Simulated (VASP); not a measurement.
An input for Quantum ESPRESSO's pw.x (written as the equivalent of a VASP run, and not itself run):

```
&CONTROL
  calculation = 'scf'
  pseudo_dir = './pseudo'
  outdir = './out'
  tprnfor = .true.
  tstress = .true.
/
&SYSTEM
  ibrav = 0
  nat = 4
  ntyp = 2
  ecutwfc = 102
  occupations = 'smearing'
  smearing = 'methfessel-paxton'
  degauss = 0.00735
  input_dft = 'pbe'
/
&ELECTRONS
  conv_thr = 7.3e-08
  electron_maxstep = 100
/
ATOMIC_SPECIES
  Na 22.990 Na.upf
  Cd 112.414 Cd.upf
CELL_PARAMETERS angstrom
    -2.4646100    2.4646100    3.6390950
     2.4646100   -2.4646100    3.6390950
     2.4646100    2.4646100   -3.6390950
ATOMIC_POSITIONS crystal
  Na   0.0000000  0.0000000  0.0000000
  Cd   0.7500000  0.2500000  0.5000000
  Cd   0.2500000  0.7500000  0.5000000
  Cd   0.5000000  0.5000000  0.0000000
K_POINTS automatic
  1 1 1 0 0 0
```

Task: Write the VASP files for the same calculation (PBE).

Result: Several could match; the one computed here: 
**INCAR**
```
ALGO = Normal
EDIFF = 1E-6
ENCUT = 400
GGA = PE
ISIF = 2
ISMEAR = 1
LASPH = T
LCHARG = F
LMAXMIX = 4
LREAL = F
LWAVE = F
NELM = 100
PREC = Accurate
SIGMA = 0.1
SYSTEM = NaCd3
```

### POSCAR
```
NaCd3
3.6390950
 -0.6772590438   0.6772590438   1.0000000000
  0.6772590438  -0.6772590438   1.0000000000
  0.6772590438   0.6772590438  -1.0000000000
Na Cd
1 3
Cartesian
  0.0000000000   0.0000000000   0.0000000000
  0.0000000000   0.6772590438   0.5000000000
  0.6772590438   0.0000000000   0.5000000000
  0.0000000000   0.0000000000   1.0000000000
```

File KPOINTS:
```
Automatic mesh
0
Gamma
 1 1 1
```

POTCAR, in this order: Na_pv Cd (PBE.64 set). Program: vasp_std.

Limits of the translation: the potentials are each code's own (VASP's PAW set, PseudoDojo norm-conserving files in pw.x), so ENCUT and ecutwfc are chosen apart and not converted; conv_thr bounds pw.x's estimated SCF error, while EDIFF bounds the energy change between steps.

The structure comes from a computed database's NaCd3 entry (I4/mmm); how it stands against other phases isn't given here. The cell was not relaxed at this level. The k-mesh is coarse (spacing up to 1.80 per Å, 2π included), so the numbers may not be converged in it. The run is one of a series of settings (KPOINTS 1×1×1 Γ-centred mesh against the base run), some of them coarse on purpose.
